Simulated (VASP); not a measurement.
Method: PBEsol GGA, VASP's PBE PAW potentials (set 64) (plane waves; VASP).

VASP input:

**INCAR**
```
LREAL=.FALSE.
IBRION=2
ALGO=Normal   ! blocked Davidson
SIGMA=0.1   ! width (eV)
ENCUT=400   ! plane-wave cut-off (eV)
NELM=100
LMAXMIX=6   ! l cut-off of mixed one-centre charges
NSW=60
PREC=Accurate
LWAVE=.FALSE.
LASPH=.TRUE.   ! aspherical one-centre terms
GGA=PS   ! PBEsol
LCHARG=.FALSE.
ISMEAR=1   ! Methfessel-Paxton
ISIF=3
EDIFFG=-0.01
SYSTEM=Pr
EDIFF=1E-6
```

**KPOINTS**
```
Automatic mesh
0
Gamma
10 10 10
0 0 0
```

**POSCAR**
```
Pr
1
    3.2485497507     0.0000000000     0.0000000000
    0.0000000000     3.2485497507     0.0000000000
   -0.0000000000     0.0000000000     3.2485497507
Pr
1
Direct
  0.0000000000   0.0000000000   0.0000000000
```

POTCAR, in this order: Pr_3 (PBE.64 set). Program: vasp_std.

**Question.** What will the output report for the number of irreducible k-points (NKPTS), number of bands (NBANDS), largest plane-wave count, number of space-group operations, FFT grid (NGX, NGY, NGZ)?

**Answer.** 
```yaml
number of irreducible k-points (NKPTS): 56
number of bands (NBANDS): 9
largest_plane_wave_count: 639
number_of_space_group_operations: 48
FFT grid (NGX, NGY, NGZ): 24 × 24 × 24
```

The structure was generated: Pr was put into the simple-cubic type (Pm-3m), which need not be its known phase. This run relaxes it. Symmetry was kept, so distortions that lower it aren't found. The start is the result of an earlier pass. The 4f electrons are frozen in the core of the lanthanide potential, so 4f levels, which can set the real gap, and their magnetism are missing.
